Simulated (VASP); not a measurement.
# Ta: Ta into a neighbouring Ta vacancy

Wanted: the minimum-energy path in Ta for this move: Ta into a neighbouring Ta vacancy.

Calculated with VASP 6.6.1; PBEsol; plane waves and PAW (Ta).

## Step 1: The host crystal

It takes space group Im-3m (No. 229, cubic). The conventional cell has a = 3.310 Å, b = 3.310 Å, c = 3.310 Å, α = 90.00°, β = 90.00°, γ = 90.00°. Nearest to Ta lie 8 Ta at 2.87 Å.

Structure file:

```cif
data_structure
_symmetry_space_group_name_H-M 'Im-3m'
_symmetry_Int_Tables_number 229
_cell_length_a 3.3100
_cell_length_b 3.3100
_cell_length_c 3.3100
_cell_angle_alpha 90.000
_cell_angle_beta 90.000
_cell_angle_gamma 90.000
_cell_volume 36.26
loop_
_atom_site_label
_atom_site_type_symbol
_atom_site_symmetry_multiplicity
_atom_site_Wyckoff_symbol
_atom_site_fract_x
_atom_site_fract_y
_atom_site_fract_z
_atom_site_occupancy
Ta1 Ta 2 a 0.00000 0.00000 0.00000 1
```

## Step 2: Relax the host

The later steps need the crystal at this functional's own lattice; a raised cutoff keeps the stress reliable while the cell changes.

Contents of INCAR:

```
SYSTEM = Ta
PREC = Accurate
ENCUT = 350
EDIFF = 1E-06
NELM = 120
ISMEAR = 1
SIGMA = 0.15
LREAL = .FALSE.
ALGO = Normal
GGA = PS
NBANDS = 8
LASPH = .TRUE.
LORBIT = 11
LWAVE = .FALSE.
LCHARG = .FALSE.
KPAR = 6
IBRION = 2
NSW = 40
ISIF = 3
EDIFFG = -0.02
POTIM = 0.4
```

Contents of POSCAR:

```
Ta
1.0
   -1.6550000000      1.6550000000      1.6550000000
    1.6550000000     -1.6550000000      1.6550000000
    1.6550000000      1.6550000000     -1.6550000000
Ta
1
Direct
    0.0000000000      0.0000000000      0.0000000000
```

Contents of KPOINTS:

```
Automatic mesh
0
Gamma
14 14 14
0 0 0
```

The projector-augmented-wave data sets are Ta (PBE family, release 64).

Launch:

```bash
$ mpirun -np 6 vasp_std
```

Log:

```text
[banner, memory and clock lines left out]
running    6 mpi-ranks, on    1 nodes
 distrk:  each k-point on    1 cores,    6 groups
 distr:  one band on    1 cores,    1 groups

 POSCAR found type information on POSCAR Ta
 POSCAR found :  1 types and       1 ions
|                                                                             |
|           W    W    AA    RRRRR   N    N  II  N    N   GGGG   !!!           |
|           W    W   A  A   R    R  NN   N  II  NN   N  G    G  !!!           |
|           W    W  A    A  R    R  N N  N  II  N N  N  G       !!!           |
|           W WW W  AAAAAA  RRRRR   N  N N  II  N  N N  G  GGG   !            |
|           WW  WW  A    A  R   R   N   NN  II  N   NN  G    G                |
|           W    W  A    A  R    R  N    N  II  N    N   GGGG   !!!           |
|                                                                             |
|     For optimal performance we recommend to set                             |
|       NCORE = 2 up to number-of-cores-per-socket                            |
|     NCORE specifies how many cores store one orbital (NPAR=cpu/NCORE).      |
|     This setting can greatly improve the performance of VASP for DFT.       |
|     The default, NCORE=1 might be grossly inefficient on modern             |
|     multi-core architectures or massively parallel machines. Do your        |
|     Unfortunately you need to use the default for GW and RPA                |
|     calculations (for HF NCORE is supported but not extensively tested      |
|     yet).                                                                   |
|                                                                             |

|                                                                             |
|               ----> ADVICE to this user running VASP <----                  |
|                                                                             |
|     You enforced a specific xc type in the INCAR file but a different       |
|     [... a line on the potential file left out ...]
|     I HOPE YOU KNOW WHAT YOU ARE DOING!                                     |
|                                                                             |

 LDA part: xc-table for (Slater+PW92), standard interpolation
 POSCAR, INCAR and KPOINTS ok, starting setup
 FFT: planning ... GRIDC
 FFT: planning ... GRID_SOFT
 FFT: planning ... GRID
 WAVECAR not read
 entering main loop
       N       E                     dE             d eps       ncg     rms          rms(c)
DAV:   1    -0.670258470113E+01   -0.67026E+01   -0.15038E+03  1784   0.320E+02
DAV:   2    -0.131044019889E+02   -0.64018E+01   -0.61259E+01  2376   0.500E+01
DAV:   3    -0.131336397963E+02   -0.29238E-01   -0.29179E-01  2000   0.440E+00
DAV:   4    -0.131336578465E+02   -0.18050E-04   -0.18050E-04  2504   0.807E-02
DAV:   5    -0.131336578492E+02   -0.26990E-08   -0.26728E-08  2080   0.788E-04    0.138E+01
DAV:   6    -0.127621956416E+02    0.37146E+00   -0.24548E-01  2200   0.272E+00    0.689E+00
DAV:   7    -0.126047994771E+02    0.15740E+00   -0.30301E-01  2144   0.295E+00    0.309E-01
DAV:   8    -0.126029656675E+02    0.18338E-02   -0.11744E-03  2048   0.226E-01    0.111E-01
DAV:   9    -0.126028676426E+02    0.98025E-04   -0.85403E-05  2440   0.426E-02    0.157E-02
DAV:  10    -0.126028709326E+02   -0.32900E-05   -0.41167E-06  2184   0.114E-02    0.149E-02
DAV:  11    -0.126028704871E+02    0.44549E-06   -0.41558E-07  1448   0.381E-03
   1 F= -.12602870E+02 E0= -.12603435E+02  d E =-.126029E+02
 curvature:   0.00 expect dE= 0.000E+00 dE for cont linesearch  0.000E+00
 trial: gam= 0.00000 g(F)=  0.129E-63 g(S)=  0.713E-01 ort = 0.000E+00 (trialstep = 0.100E+01)
 search vector abs. value=  0.713E-01
 bond charge predicted
       N       E                     dE             d eps       ncg     rms          rms(c)
DAV:   1    -0.125942374625E+02    0.86335E-02   -0.19618E+00  1720   0.104E+01    0.303E+00
DAV:   2    -0.125785786447E+02    0.15659E-01   -0.98328E-03  2344   0.609E-01    0.154E+00
DAV:   3    -0.125725153177E+02    0.60633E-02   -0.10705E-02  2056   0.539E-01    0.349E-02
DAV:   4    -0.125725596424E+02   -0.44325E-04   -0.65786E-05  2184   0.471E-02    0.224E-02
DAV:   5    -0.125725755949E+02   -0.15953E-04   -0.23234E-05  2280   0.202E-02    0.370E-03
DAV:   6    -0.125725745699E+02    0.10250E-05   -0.44516E-07  1552   0.405E-03    0.212E-03
DAV:   7    -0.125725745731E+02   -0.32177E-08   -0.62970E-09   960   0.707E-04
   2 F= -.12572575E+02 E0= -.12572679E+02  d E =0.302959E-01
 trial-energy change:    0.030296  1 .order    0.032047   -0.071306    0.135400
 step:   0.3566(harm=  0.3450)  dis= 0.00000  next Energy=   -12.615665 (dE=-0.128E-01)
 bond charge predicted
       N       E                     dE             d eps       ncg     rms          rms(c)
DAV:   1    -0.126245749324E+02   -0.52000E-01   -0.78094E-01  1712   0.636E+00    0.198E+00
DAV:   2    -0.126183932591E+02    0.61817E-02   -0.42056E-03  2272   0.409E-01    0.101E+00
DAV:   3    -0.126159881714E+02    0.24051E-02   -0.43604E-03  2016   0.332E-01    0.295E-02
DAV:   4    -0.126159954362E+02   -0.72648E-05   -0.30363E-05  2272   0.327E-02    0.150E-02
DAV:   5    -0.126159979369E+02   -0.25008E-05   -0.70040E-06  2232   0.120E-02    0.240E-03
DAV:   6    -0.126159980752E+02   -0.13827E-06   -0.13690E-07  1064   0.195E-03
   3 F= -.12615998E+02 E0= -.12616352E+02  d E =-.131276E-01
 curvature:  -0.17 expect dE=-0.375E-05 dE for cont linesearch -0.375E-05
 trial: gam=-0.01715 g(F)=  0.293E-65 g(S)=  0.217E-04 ort = 0.124E-02 (trialstep = 0.871E+00)
 search vector abs. value=  0.672E-08
 reached required accuracy - stopping structural energy minimisation
```

Run time: 5 s. Hardware: 6 MPI ranks of Intel Xeon 6975P-C (Granite Rapids), shared host; peak memory 0.76 GiB; 25 s of CPU time.

The logs omit lines about the potential files and the build; timing stands in the text.

From OUTCAR (step 2):

```text
ion  position               nearest neighbor table
   1  0.000  0.000  0.000-

  LATTYP: Found a body centered cubic cell.
 ALAT       =     3.3100000000

 Subroutine GETGRP returns: Found 48 space group operations
 (whereof 48 operations were pure point group operations)

The static configuration has the point symmetry O_h .

 Found    104 irreducible k-points:

   k-points           NKPTS =    104   k-points in BZ     NKDIM =    104   number of bands    NBANDS=      8

   dimension x,y,z NGX =    18 NGY =   18 NGZ =   18
   dimension x,y,z NGXF=    36 NGYF=   36 NGZF=   36

   ENCUT  =  350.0 eV  25.72 Ry    5.07 a.u.   4.37  4.37  4.37*2*pi/ulx,y,z

   NELECT =       5.0000    total number of electrons

 k-points in reciprocal lattice and weights: Automatic mesh
   0.00000000  0.00000000  0.00000000       0.000
   0.07142857  0.00000000  0.00000000       0.004
   0.14285714  0.00000000  0.00000000       0.004
   0.21428571  0.00000000  0.00000000       0.004
   0.28571429  0.00000000  0.00000000       0.004
   0.35714286  0.00000000  0.00000000       0.004
   0.42857143  0.00000000  0.00000000       0.004
   0.50000000  0.00000000  0.00000000       0.002
   0.07142857  0.07142857  0.00000000       0.009
[...]
0.50000000  0.50000000  0.42857143       0.004
   0.50000000  0.50000000  0.50000000       0.000

 average (electrostatic) potential at core
       1 -34.4260

 E-fermi :   5.7855

 k-point     1 :       0.0000    0.0000    0.0000
  band No.  band energies     occupation
      1      -2.2076      2.00000
      2       6.5394     -0.00000
      3       6.5394     -0.00000
      4       6.5394     -0.00000
      5       9.9049      0.00000
      6       9.9049      0.00000
    ...

 k-point     2 :       0.0714    0.0000    0.0000
  band No.  band energies     occupation
      1      -1.9775      2.00000
      2       6.3860     -0.00000
      3       6.4926     -0.00000
      4       6.7702     -0.00000
      5       9.6601      0.00000
      6       9.9043      0.00000
    ...

 k-point     3 :       0.1429    0.0000    0.0000
  band No.  band energies     occupation
      1      -1.3257      2.00000
      2       5.9855     -0.06781
      3       6.2774     -0.00004
      4       7.4528     -0.00000
      5       9.2692      0.00000
      6       9.9264      0.00000
    ...

  Total       -0.0136986     -0.0136986     -0.0136986      0.0000000      0.0000000      0.0000000
  in kB       -1.2504912     -1.2504912     -1.2504912      0.0000000      0.0000000      0.0000000
  external PRESSURE =      -1.2504912 kB  Pullay stress =       0.0000000 kB

  energy-cutoff  :      350.00
  volume of cell :       17.55
      direct lattice vectors                 reciprocal lattice vectors
    -1.637123902  1.637123902  1.637123902     0.000000000  0.305413658  0.305413658
     1.637123902 -1.637123902  1.637123902     0.305413658  0.000000000  0.305413658
     1.637123902  1.637123902 -1.637123902     0.305413658  0.305413658  0.000000000

 POSITION                                       TOTAL-FORCE (eV/Angst)
 -----------------------------------------------------------------------------------
      0.00000      0.00000     -0.00000         0.000000      0.000000      0.000000
 -----------------------------------------------------------------------------------
    total drift:                                0.000000      0.000000      0.000000

  FREE ENERGIE OF THE ION-ELECTRON SYSTEM (eV)
  ---------------------------------------------------
  free  energy   TOTEN  =       -12.6159980752 eV

  energy  without entropy=      -12.6170598155  energy(sigma->0) =      -12.61635199

 reached required accuracy - stopping structural energy minimisation

 total charge
# of ion       s       p       d       tot
------------------------------------------
    1        0.689   0.728   3.436   4.853

[... 3 further parts left out ...]
```

This run has no spin polarisation. Its electron count is odd, so without a moment it is a metal by construction. The PAW data sets were made with PBE, which is usual practice but a small mismatch for other functionals. The data set Ta keeps the semicore shell frozen, which is cheaper and a little less accurate. The run keeps the 48 symmetry operations of its start, so it cannot find a distortion of lower symmetry.

Relaxation path:

| step | energy less that of the first step (eV) | largest force (eV/Å) | pressure (GPa) | volume (Å³) |
| --- | --- | --- | --- | --- |
| 1 | 0.0000 | 0.0000 | -6.93 | 18.13 |
| 2 | 0.0303 | 0.0000 | 14.44 | 16.53 |
| 3 | -0.0131 | 0.0000 | -0.12 | 17.55 |

| conventional cell, symmetrised | before | after | change |
| --- | --- | --- | --- |
| a (Å) | 3.310 | 3.274 | -1.1 % |
| b (Å) | 3.310 | 3.274 | -1.1 % |
| c (Å) | 3.310 | 3.274 | -1.1 % |
| volume (Å³/atom) | 18.13 | 17.55 | -3.2 % |

Final coordinates:

```
Ta
1.0
    -1.63712    1.63712    1.63712
     1.63712   -1.63712    1.63712
     1.63712    1.63712   -1.63712
Ta
1
Direct
  0.00000 0.00000 0.00000
```

Numbers from this step:

| Item | Value |
| --- | --- |
| electronic cycles | 24 |
| electrons | 5 |
| free energy (TOTEN) | -12.62 eV |
| energy at zero smearing | -12.62 eV |
| Fermi energy | 5.785 eV |
| metallic | yes |

The run ended after 3 ionic steps, 0.013 eV below its first step, once forces and stress met EDIFFG = -0.02.

(Continued in part 2 of 5.)

[Lines on the potential files, build, host, timing and source positions are cut from VASP's logs without a mark.]

[Logs are printed without paths, hosts, clocks, repeated set-up lines and the standing remarks that a program may print on its own settings, such as how far it seeks lower states.]

[Hosts, paths, dates, database ids (printed as entryN), source tags and the programs' standing remarks are cut or masked in the printed files.]

[Runs that stopped without an error message from VASP are left out.]
